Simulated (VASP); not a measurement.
# A VASP study of LaSb2Au (PBEsol): structure first, properties next, part 3 of 4

Wanted: the relaxed cell of LaSb2Au and its properties. Left out of this account: 1 further run (relaxation: it shows nothing beyond the runs told). The start is a cell from a database of measured crystal structures.

VASP 6.6.1; PBEsol; plane waves and PAW (La, Sb, Au).

So far. Step 3 (Second relaxation): It ends with a largest force of 0.008 eV/Å and a pressure of -0.04 GPa. The volume moved by only 0.12 %, so the volume is settled. Step 4 (Density, ELF and potential (PBEsol)): In this run the pressure is -0.05 GPa, small enough to go on. The relaxed cell has a = 4.456, c = 10.177 Å (conventional setting).

**5. Band structure (PBEsol)**

The mesh alone shows little of the dispersion and can miss band extrema, so KPOINTS_OPT adds a path through the symmetry points after the self-consistent cycle.

Input file INCAR:

```
SYSTEM = LaSb2Au
PREC = Accurate
ENCUT = 400
EDIFF = 1E-06
NELM = 100
ISMEAR = 0
SIGMA = 0.05
LREAL = .FALSE.
ALGO = Normal
GGA = PS
NBANDS = 52
LASPH = .TRUE.
LORBIT = 11
LWAVE = .FALSE.
LCHARG = .FALSE.
KPAR = 4
```

Input file POSCAR:

```
LaSb2Au
1.0
    4.4559316300      0.0000000000      0.0000000000
    0.0000000000      4.4559316300      0.0000000000
    0.0000000000      0.0000000000     10.1771498196
La Sb Au
2 4 2
Direct
    0.5000000000      0.0000000000      0.7484144766
    0.0000000000      0.5000000000      0.2515855234
    0.5000000000      0.0000000000      0.1745352280
    0.0000000000      0.5000000000      0.8254647720
    0.0000000000      0.0000000000      0.5000000000
    0.5000000000      0.5000000000      0.5000000000
    0.0000000000      0.0000000000      0.0000000000
    0.5000000000      0.5000000000      0.0000000000
```

Input file KPOINTS:

```
Automatic mesh
0
Gamma
5 5 3
0 0 0
```

Input file KPOINTS_OPT:

```
Line mode
12
Line-mode
Reciprocal
  0.00000000   0.00000000   0.00000000 GAMMA
  0.00000000   0.50000000   0.00000000 X

  0.00000000   0.50000000   0.00000000 X
  0.50000000   0.50000000   0.00000000 M

  0.50000000   0.50000000   0.00000000 M
  0.00000000   0.00000000   0.00000000 GAMMA

  0.00000000   0.00000000   0.00000000 GAMMA
  0.00000000   0.00000000   0.50000000 Z

  0.00000000   0.00000000   0.50000000 Z
  0.00000000   0.50000000   0.50000000 R

  0.00000000   0.50000000   0.50000000 R
  0.50000000   0.50000000   0.50000000 A

  0.50000000   0.50000000   0.50000000 A
  0.00000000   0.00000000   0.50000000 Z

  0.00000000   0.50000000   0.00000000 X
  0.00000000   0.50000000   0.50000000 R

  0.50000000   0.50000000   0.00000000 M
  0.50000000   0.50000000   0.50000000 A
```

PAW data sets: La, Sb and Au (PBE family, release 64).

The run is started by

```sh
mpirun -np 4 vasp_std
```

The program printed:

```text
[... set-up lines as in an earlier step ...]
 entering main loop
       N       E                     dE             d eps       ncg     rms          rms(c)
DAV:   1     0.554241616849E+03    0.55424E+03   -0.18651E+04  1256   0.121E+03
DAV:   2     0.648247258146E+02   -0.48942E+03   -0.42050E+03  1452   0.274E+02
DAV:   3    -0.343391755809E+02   -0.99164E+02   -0.85276E+02  1456   0.128E+02
DAV:   4    -0.455009751831E+02   -0.11162E+02   -0.10658E+02  2288   0.431E+01
DAV:   5    -0.461280654197E+02   -0.62709E+00   -0.62256E+00  2320   0.105E+01    0.129E+01
DAV:   6    -0.435554464539E+02    0.25726E+01   -0.22925E+01  2120   0.293E+01    0.115E+01
DAV:   7    -0.433163972093E+02    0.23905E+00   -0.37305E+00  2144   0.909E+00    0.648E+00
DAV:   8    -0.432350824215E+02    0.81315E-01   -0.11077E+00  2056   0.512E+00    0.150E+00
DAV:   9    -0.432074690079E+02    0.27613E-01   -0.19331E-01  2200   0.266E+00    0.517E-01
DAV:  10    -0.432078794491E+02   -0.41044E-03   -0.19475E-02  2168   0.642E-01    0.242E-01
DAV:  11    -0.432084511600E+02   -0.57171E-03   -0.36958E-03  2384   0.261E-01    0.113E-01
DAV:  12    -0.432085565683E+02   -0.10541E-03   -0.55043E-04  2408   0.825E-02    0.732E-02
DAV:  13    -0.432086265251E+02   -0.69957E-04   -0.39368E-04  2336   0.856E-02    0.356E-02
DAV:  14    -0.432086458045E+02   -0.19279E-04   -0.80835E-05  2464   0.288E-02    0.177E-02
DAV:  15    -0.432086513536E+02   -0.55490E-05   -0.58155E-05  2336   0.248E-02    0.678E-03
DAV:  16    -0.432086523624E+02   -0.10088E-05   -0.69342E-06  1872   0.116E-02    0.189E-03
DAV:  17    -0.432086525124E+02   -0.15005E-06   -0.11791E-06  1040   0.488E-03
   1 F= -.43208653E+02 E0= -.43207410E+02  d E =-.248514E-02
 Start KPOINTS_OPT (optional k-point list driver)
k-point batch [1-12\108]
       N       E                     dE             ncg
DAV:   1     0.802041539110E+04    0.25318E+03     1248
DAV:   2     0.172620029934E+04   -0.62942E+04     1432
DAV:   3     0.484225237624E+03   -0.12420E+04     1532
DAV:   4     0.365158138987E+03   -0.11907E+03     2208
DAV:   5     0.356890506121E+03   -0.82676E+01     2344
DAV:   6     0.356071300960E+03   -0.81921E+00     2268
DAV:   7     0.356025731384E+03   -0.45570E-01     2336
DAV:   8     0.356021621325E+03   -0.41101E-02     2248
DAV:   9     0.356021394409E+03   -0.22692E-03     2280
DAV:  10     0.356021370653E+03   -0.23757E-04     1792
DAV:  11     0.356021368546E+03   -0.21070E-05     1536
DAV:  12     0.356021368376E+03   -0.16991E-06     1192
[...]
k-point batch [97-108\108]
       N       E                     dE             ncg
DAV:   1     0.774590749583E+04   -0.13510E+05     1248
DAV:   2     0.151083998446E+04   -0.62351E+04     1456
DAV:   3     0.276669083356E+03   -0.12342E+04     1572
DAV:   4     0.182885917123E+03   -0.93783E+02     2100
DAV:   5     0.176315417838E+03   -0.65705E+01     2384
DAV:   6     0.175751337097E+03   -0.56408E+00     2264
DAV:   7     0.175733129896E+03   -0.18207E-01     2344
DAV:   8     0.175731739336E+03   -0.13906E-02     2256
DAV:   9     0.175731675626E+03   -0.63710E-04     2264
DAV:  10     0.175731670804E+03   -0.48223E-05     1656
DAV:  11     0.175731670510E+03   -0.29440E-06     1264
```

It took 2 min on 4 MPI ranks of Intel Xeon 6975P-C (Granite Rapids), shared host; peak memory 1.4 GiB.

From OUTCAR (step 5):

```text
   k-points           NKPTS =     12   k-points in BZ     NKDIM =     12   number of bands    NBANDS=     52

   NELECT =      64.0000    total number of electrons

 E-fermi :   8.6930

 k-point     1 :       0.0000    0.0000    0.0000
  band No.  band energies     occupation
    ...
     27       7.1024      2.00000
     28       7.1024      2.00000
     29       7.3515      2.00000
     30       8.3915      2.00000
     31       8.6982      0.88433
     32       9.2244      0.00000
     33       9.2244      0.00000
     34      10.2075      0.00000
     35      10.5898      0.00000
     36      10.6708      0.00000
    ...

  Total       -0.0561740     -0.0561740     -0.0617967      0.0000000      0.0000000     -0.0000000
  in kB       -0.4453921     -0.4453921     -0.4899737      0.0000000      0.0000000     -0.0000000
  external PRESSURE =      -0.4602527 kB  Pullay stress =       0.0000000 kB

 POSITION                                       TOTAL-FORCE (eV/Angst)
 -----------------------------------------------------------------------------------
      2.22797      0.00000      7.61673        -0.000000      0.000000      0.000998
      0.00000      2.22797      2.56042         0.000000      0.000000     -0.000998
      2.22797      0.00000      1.77627        -0.000000      0.000000     -0.007868
      0.00000      2.22797      8.40088         0.000000     -0.000000      0.007868
      0.00000      0.00000      5.08857         0.000000     -0.000000      0.000000
      2.22797      2.22797      5.08857         0.000000      0.000000      0.000000
      0.00000      0.00000      0.00000         0.000000      0.000000      0.000000
      2.22797      2.22797      0.00000         0.000000     -0.000000      0.000000
 -----------------------------------------------------------------------------------
    total drift:                                0.000000      0.000000      0.000000

  FREE ENERGIE OF THE ION-ELECTRON SYSTEM (eV)
  ---------------------------------------------------
  free  energy   TOTEN  =       -43.2086525124 eV

  energy  without entropy=      -43.2061673699  energy(sigma->0) =      -43.20740994

[... 9 parts as in an earlier step ...]

[... 7 further parts left out ...]
```

Spin-orbit coupling is off here; with elements this heavy it splits and shifts levels by tenths of an eV or more.

This step gave:

* SCF cycles: 17
* bands: 52
* pressure: -0.04603 GPa

Electronic bands along the path, in eV, zero at the Fermi level; # counts the bands kept, so #1 is VASP's band 11:

| point | #19 | #20 | #21 | #22 | #23 | #24 | #25 | #26 |
| --- | --- | --- | --- | --- | --- | --- | --- | --- |
| Γ | -1.34 | -0.30 | 0.01 | 0.53 | 0.53 | 1.51 | 1.90 | 1.98 |
| 0.45 of the way | -1.25 | -0.36 | -0.27 | 0.09 | 0.96 | 1.28 | 1.34 | 1.40 |
| X | -1.34 | -1.34 | -0.67 | -0.67 | -0.34 | -0.34 | 2.18 | 2.18 |
| 0.45 of the way | -1.62 | -1.62 | -0.58 | -0.58 | 1.38 | 1.38 | 1.89 | 1.89 |
| M | -1.97 | -1.97 | -1.64 | -1.64 | 1.73 | 1.73 | 2.35 | 2.35 |
| 0.45 of the way | -1.71 | -0.92 | -0.75 | -0.34 | 0.91 | 1.77 | 1.80 | 1.81 |
| Γ | -1.34 | -0.30 | 0.01 | 0.53 | 0.53 | 1.51 | 1.90 | 1.98 |
| 0.45 of the way | -1.23 | -0.53 | 0.00 | 0.56 | 0.56 | 1.21 | 1.95 | 2.00 |
| Z | -1.05 | -0.85 | 0.00 | 0.61 | 0.61 | 0.84 | 1.96 | 1.98 |
| 0.45 of the way | -1.31 | -0.62 | -0.32 | -0.18 | 0.67 | 1.28 | 1.44 | 1.48 |
| R | -0.58 | -0.58 | -0.40 | -0.40 | 0.34 | 0.34 | 1.62 | 1.62 |
| 0.45 of the way | -1.40 | -1.40 | -0.42 | -0.42 | 1.14 | 1.14 | 2.10 | 2.10 |
| A | -1.97 | -1.97 | -1.67 | -1.67 | 1.95 | 1.95 | 2.08 | 2.08 |
| 0.55 of the way | -1.19 | -1.16 | -0.86 | -0.45 | 0.22 | 1.72 | 1.84 | 1.93 |
| Z | -1.05 | -0.85 | 0.00 | 0.61 | 0.61 | 0.84 | 1.96 | 1.98 |
| jump to X | -1.34 | -1.34 | -0.67 | -0.67 | -0.34 | -0.34 | 2.18 | 2.18 |
| 0.55 of the way | -0.70 | -0.70 | -0.51 | -0.51 | -0.09 | -0.09 | 2.02 | 2.02 |
| R | -0.58 | -0.58 | -0.40 | -0.40 | 0.34 | 0.34 | 1.62 | 1.62 |
| jump to M | -1.97 | -1.97 | -1.64 | -1.64 | 1.73 | 1.73 | 2.35 | 2.35 |
| 0.45 of the way | -1.97 | -1.97 | -1.65 | -1.65 | 1.81 | 1.81 | 2.29 | 2.29 |
| A | -1.97 | -1.97 | -1.67 | -1.67 | 1.95 | 1.95 | 2.08 | 2.08 |

Of the projections kept (La, Sb, Au), the largest for each band there; the rest of the weight can lie on other orbitals:

| point | #19 | #20 | #21 | #22 | #23 | #24 | #25 | #26 |
| --- | --- | --- | --- | --- | --- | --- | --- | --- |
| Γ | La 0.58 | Sb 0.49 | Au 0.68 | Sb 0.45 | Sb 0.45 | La 0.76 | La 0.60 | La 0.82 |
| X | Sb 0.47 | Sb 0.47 | Sb 0.58 | Sb 0.58 | Sb 0.75 | Sb 0.75 | La 0.82 | La 0.82 |
| M | Au 0.92 | Au 0.92 | Sb 0.67 | Sb 0.67 | La 0.72 | La 0.72 | La 0.98 | La 0.98 |
| Γ | La 0.58 | Sb 0.49 | Au 0.68 | Sb 0.45 | Sb 0.45 | La 0.76 | La 0.60 | La 0.82 |
| Z | La 0.37 | Sb 0.47 | La 0.71 | Sb 0.44 | Sb 0.44 | Au 0.57 | La 0.79 | La 0.86 |
| R | Sb 0.61 | Sb 0.61 | Sb 0.58 | Sb 0.58 | Sb 0.62 | Sb 0.62 | La 0.45 | La 0.45 |

There is no gap at this level.

**6. Density of states (PBEsol)**

A density of states needs more k-points than a total energy; ISMEAR = -5 takes tetrahedra, and LORBIT projects the states on the PAW spheres. The mesh is finer than in the run before.

INCAR, as its differences from that of step 5:

```diff
@@ -5,3 +5,3 @@
 NELM = 100
-ISMEAR = 0
+ISMEAR = -5
 SIGMA = 0.05
@@ -16 +16,2 @@
 KPAR = 4
+NEDOS = 2001
```

POSCAR is that of step 5.

Input file KPOINTS:

```
Automatic mesh
0
Gamma
8 8 4
0 0 0
```

The run is started by

```sh
mpirun -np 4 vasp_std
```

The program printed:

```text
[... set-up lines as in an earlier step ...]
 entering main loop
       N       E                     dE             d eps       ncg     rms          rms(c)
DAV:   1     0.550282677272E+03    0.55028E+03   -0.18683E+04  4708   0.121E+03
DAV:   2     0.619240093105E+02   -0.48836E+03   -0.41993E+03  5460   0.273E+02
DAV:   3    -0.344198520059E+02   -0.96344E+02   -0.82196E+02  5400   0.128E+02
DAV:   4    -0.455236760377E+02   -0.11104E+02   -0.10611E+02  8532   0.425E+01
DAV:   5    -0.461379961230E+02   -0.61432E+00   -0.61004E+00  8576   0.106E+01    0.129E+01
DAV:   6    -0.435230934889E+02    0.26149E+01   -0.21752E+01  7856   0.292E+01    0.113E+01
DAV:   7    -0.433287869852E+02    0.19431E+00   -0.36074E+00  7984   0.899E+00    0.631E+00
DAV:   8    -0.432657444155E+02    0.63043E-01   -0.10255E+00  7632   0.496E+00    0.150E+00
DAV:   9    -0.432370450484E+02    0.28699E-01   -0.17484E-01  8176   0.255E+00    0.499E-01
DAV:  10    -0.432381812363E+02   -0.11362E-02   -0.18492E-02  8224   0.634E-01    0.225E-01
DAV:  11    -0.432379651737E+02    0.21606E-03   -0.39296E-03  8952   0.271E-01    0.116E-01
DAV:  12    -0.432388126388E+02   -0.84747E-03   -0.45946E-04  8216   0.823E-02    0.830E-02
DAV:  13    -0.432382887240E+02    0.52391E-03   -0.32626E-04  8720   0.677E-02    0.758E-02
DAV:  14    -0.432388981089E+02   -0.60938E-03   -0.49061E-04  8560   0.945E-02    0.322E-02
DAV:  15    -0.432386991659E+02    0.19894E-03   -0.73144E-05  8232   0.316E-02    0.410E-02
DAV:  16    -0.432389891234E+02   -0.28996E-03   -0.13768E-04  8512   0.369E-02    0.224E-02
DAV:  17    -0.432389069763E+02    0.82147E-04   -0.99162E-06  7752   0.143E-02    0.200E-02
DAV:  18    -0.432388638169E+02    0.43159E-04   -0.14805E-06  4560   0.526E-03    0.185E-02
DAV:  19    -0.432388008412E+02    0.62976E-04   -0.14123E-05  5392   0.590E-03    0.152E-02
DAV:  20    -0.432387971336E+02    0.37076E-05   -0.49771E-07  2916   0.436E-03    0.152E-02
DAV:  21    -0.432387903260E+02    0.68076E-05   -0.20659E-07  2856   0.344E-03    0.149E-02
DAV:  22    -0.432387737899E+02    0.16536E-04   -0.17370E-06  4296   0.550E-03    0.133E-02
DAV:  23    -0.432387866064E+02   -0.12817E-04   -0.11658E-05  2888   0.468E-03    0.165E-02
DAV:  24    -0.432387768646E+02    0.97418E-05   -0.24513E-07  2796   0.379E-03    0.162E-02
DAV:  25    -0.432387440427E+02    0.32822E-04   -0.46847E-07  3144   0.351E-03    0.368E-02
DAV:  26    -0.432388520310E+02   -0.10799E-03   -0.83946E-06  6192   0.135E-02    0.181E-02
DAV:  27    -0.432388310083E+02    0.21023E-04   -0.12926E-06  3680   0.816E-03    0.170E-02
DAV:  28    -0.432388014221E+02    0.29586E-04   -0.93109E-07  3952   0.439E-03    0.158E-02
DAV:  29    -0.432387810986E+02    0.20323E-04   -0.71072E-06  2992   0.351E-03    0.128E-02
DAV:  30    -0.432387637618E+02    0.17337E-04   -0.11668E-06  3808   0.463E-03    0.111E-02
DAV:  31    -0.432387640027E+02   -0.24095E-06   -0.24848E-07  2684   0.400E-03
   1 F= -.43238764E+02 E0= -.43238764E+02  d E =0.000000E+00
 -----------------------------------------------------------------------------
|                                                                             |
|           W    W    AA    RRRRR   N    N  II  N    N   GGGG   !!!           |
|           W    W   A  A   R    R  NN   N  II  NN   N  G    G  !!!           |
|           W    W  A    A  R    R  N N  N  II  N N  N  G       !!!           |
|           W WW W  AAAAAA  RRRRR   N  N N  II  N  N N  G  GGG   !            |
|           WW  WW  A    A  R   R   N   NN  II  N   NN  G    G                |
|           W    W  A    A  R    R  N    N  II  N    N   GGGG   !!!           |
|                                                                             |
|     Tetrahedron method does not include variations of the Fermi             |
|     occupations, so forces and stress will be inaccurate. We suggest        |
|     using a different smearing scheme ISMEAR = 1 or 2 for metals in         |
|     relaxations.                                                            |
|                                                                             |
 -----------------------------------------------------------------------------
```

The job ended after 1.9 min (4 MPI ranks; peak memory 1.8 GiB; 7.5 min of CPU time).

From OUTCAR (step 6):

```text
   k-points           NKPTS =     45   k-points in BZ     NKDIM =     45   number of bands    NBANDS=     52

   NELECT =      64.0000    total number of electrons

 E-fermi :   8.8431

 k-point     1 :       0.0000    0.0000    0.0000
  band No.  band energies     occupation
    ...
     27       7.1311      2.00000
     28       7.1311      2.00000
     29       7.3391      2.00000
     30       8.3898      2.00000
     31       8.7207      2.03716
     32       9.2439     -0.23323
     33       9.2439      0.00000
     34      10.2061      0.00000
     35      10.5993      0.00000
     36      10.6500      0.00000
    ...

  Total       -0.8737831     -0.8737831      0.7735056      0.0000000      0.0000000      0.0000000
  in kB       -6.9280497     -6.9280497      6.1329696      0.0000000      0.0000000      0.0000000
  external PRESSURE =      -2.5743766 kB  Pullay stress =       0.0000000 kB

 POSITION                                       TOTAL-FORCE (eV/Angst)
 -----------------------------------------------------------------------------------
      2.22797      0.00000      7.61673         0.000000     -0.000000      0.135801
      0.00000      2.22797      2.56042        -0.000000     -0.000000     -0.135801
      2.22797      0.00000      1.77627         0.000000     -0.000000     -0.046203
      0.00000      2.22797      8.40088         0.000000     -0.000000      0.046203
      0.00000      0.00000      5.08857         0.000000     -0.000000      0.000000
      2.22797      2.22797      5.08857         0.000000      0.000000      0.000000
      0.00000      0.00000      0.00000         0.000000     -0.000000      0.000000
      2.22797      2.22797      0.00000        -0.000000      0.000000      0.000000
 -----------------------------------------------------------------------------------
    total drift:                                0.000000      0.000000      0.000000

  FREE ENERGIE OF THE ION-ELECTRON SYSTEM (eV)
  ---------------------------------------------------
  free  energy   TOTEN  =       -43.2387640027 eV

  energy  without entropy=      -43.2387640027  energy(sigma->0) =      -43.23876400

[... 7 parts as in an earlier step ...]

[... 9 further parts left out ...]
```

On this mesh force components of up to 0.14 eV/Å appear, so the relaxed positions are not converged with the sampling. With tetrahedra the forces and stress of a metal are not exact derivatives of the energy.

Numbers from this step:

```
SCF cycles             : 31
irreducible k-points   : 45
free energy (TOTEN)    : -43.24 eV
Fermi energy           : 8.843 eV
pressure               : -0.2574 GPa
DOS at the Fermi level : 2.828 states/eV/cell
```

The density of states has structure finer than the step of the table below, so its rows give means over 0.5 eV, whole bins alone (the curve runs from -12.0 to 1.93 eV). Peaks (eV: height): total -4.76: 16.5, -4.58: 18.1, -4.22: 16.6, -4.04: 14.4; Au d -4.76: 11.9, -4.58: 12.2, -4.22: 12.2, -4.04: 9.93; Sb p -2.31: 1.55, -1.95: 1.65, -1.54: 1.59, -0.76: 1.47; La f 1.57: 2.94; Sb s -9.72: 6.17, -9.54: 3.55.

States under -12.0 eV and over 1.9 eV are left out. Table of density of states by energy, zero at the Fermi level; means over each step; values in states/eV/cell:

| energy (eV) | total | Au d | Sb p | La f | Sb s |
| --- | --- | --- | --- | --- | --- |
| -11.5 | 0.00825 | 0 | 8.4e-6 | 0 | 0.00372 |
| -11.0 | 0.657 | 9.9e-4 | 0.00308 | 0 | 0.303 |
| -10.5 | 1.40 | 0.00877 | 0.0136 | 1.7e-4 | 0.630 |
| -10.0 | 3.81 | 0.127 | 0.0362 | 0.00244 | 1.76 |
| -9.5 | 5.53 | 0.321 | 0.0485 | 0.00606 | 2.74 |
| -9.0 | 1.67 | 0.00830 | 0.0285 | 0.00173 | 0.906 |
| -8.5 | 1.20 | 9.2e-4 | 0.0263 | 0.00153 | 0.660 |
| -8.0 | 0.706 | 4.0e-4 | 0.0204 | 0.00110 | 0.394 |
| -7.5 | 0.508 | 6.2e-5 | 0.0149 | 0.00119 | 0.295 |
| -7.0 | 0.371 | 1.1e-4 | 0.00895 | 9.2e-4 | 0.226 |
| -6.5 | 0.304 | 0.0561 | 0.0140 | 5.3e-4 | 0.0896 |
| -6.0 | 4.08 | 1.59 | 0.284 | 0.00497 | 0.0878 |
| -5.5 | 7.08 | 4.11 | 0.455 | 0.0101 | 0.0665 |
| -5.0 | 11.6 | 7.79 | 0.591 | 0.0169 | 0.0811 |
| -4.5 | 10.4 | 7.35 | 0.524 | 0.0170 | 0.121 |
| -4.0 | 10.6 | 7.15 | 0.586 | 0.0267 | 0.229 |
| -3.5 | 3.79 | 1.74 | 0.463 | 0.0128 | 0.0865 |
| -3.0 | 4.25 | 0.887 | 0.849 | 0.0191 | 0.0995 |
| -2.5 | 4.50 | 0.679 | 0.922 | 0.0235 | 0.106 |
| -2.0 | 6.90 | 1.19 | 1.37 | 0.0430 | 0.0868 |
| -1.5 | 6.62 | 0.744 | 1.42 | 0.0745 | 0.0619 |
| -1.0 | 4.44 | 0.565 | 0.973 | 0.100 | 0.0723 |
| -0.5 | 4.37 | 0.493 | 0.973 | 0.176 | 0.0602 |
| 0.0 | 2.40 | 0.154 | 0.572 | 0.182 | 0.0653 |
| 0.5 | 1.94 | 0.0937 | 0.391 | 0.196 | 0.0650 |
| 1.0 | 3.13 | 0.111 | 0.418 | 0.495 | 0.0799 |
| 1.5 | 7.60 | 0.242 | 0.601 | 1.94 | 0.168 |

Force by atom:

| atom | x (eV/Å) | y (eV/Å) | z (eV/Å) | size |
| --- | --- | --- | --- | --- |
| La1 | 0.000 | 0.000 | 0.136 | 0.136 |
| La2 | 0.000 | 0.000 | -0.136 | 0.136 |
| Sb3 | 0.000 | 0.000 | -0.046 | 0.046 |
| Sb4 | 0.000 | 0.000 | 0.046 | 0.046 |
| Sb5 | 0.000 | 0.000 | 0.000 | 0.000 |
| Sb6 | 0.000 | 0.000 | 0.000 | 0.000 |
| Au7 | 0.000 | 0.000 | 0.000 | 0.000 |
| Au8 | 0.000 | 0.000 | 0.000 | 0.000 |

The finer mesh and the other smearing move the Fermi level by +0.15 eV from the 5×5×3 run, one measure of the sampling error in the zero of the bands above. Of the states within 0.3 eV of the Fermi level, the largest shares in the PAW spheres are Sb p 24 %, La f 7 % and Au d 7 %. The rest lies in smaller channels or between the spheres.

(Continued in part 4 of 4.)

[Lines on the potential files, build, host, timing and source positions are cut from VASP's logs without a mark.]

[Logs are printed without paths, hosts, clocks, repeated set-up lines and the standing remarks that a program may print on its own settings, such as how far it seeks lower states.]

[Hosts, paths, dates, database ids (printed as entryN), source tags and the programs' standing remarks are cut or masked in the printed files.]

[A measured line is paired with the nearest computed mode of its activity, which favours agreement.]
